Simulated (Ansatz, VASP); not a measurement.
TaRu in VASP and in Ansatz

```
Ta Ru
1.0
     3.02558    0.00000    0.00000
     0.00000    3.02558    0.00000
     0.00000    0.00000    3.38465
Ta Ru
1 1
Direct
  0.50000 0.50000 0.50000
  0.00000 0.00000 0.00000
```

Alike in both runs: functional LDA; k mesh 14 × 14 × 12; occupations fermi-dirac, width 0.15 eV; no spin polarisation.

Ansatz relaxed the structure, and its values are those at the end. VASP's run is a single point on that final structure, the one shown.

|  | VASP | Ansatz |
| --- | --- | --- |
| version | VASP 6.6.1 | Ansatz 0.2.0 |
| potentials or method | VASP PAW LDA potentials, release 64 (Ta_pv, Ru_pv) | scalar-relativistic, plane waves, PAW |
| plane-wave cutoff (eV) | 520 | 420 |
| valence electrons in the cell | 25 | 29 |

Ansatz gave:

* gap on the k mesh at the Fermi level (eV): none
* pressure (GPa): -5.4

Question: Which values does VASP return?

Answer: gap on the k mesh at the Fermi level (eV): none; pressure (GPa): -4.5.

A gap of «none» marks a metal or a gap that the smearing closes. The two sets of potentials don't hold the same shells in valence.

The runs have no spin-orbit coupling, so splittings on Ta are missing.
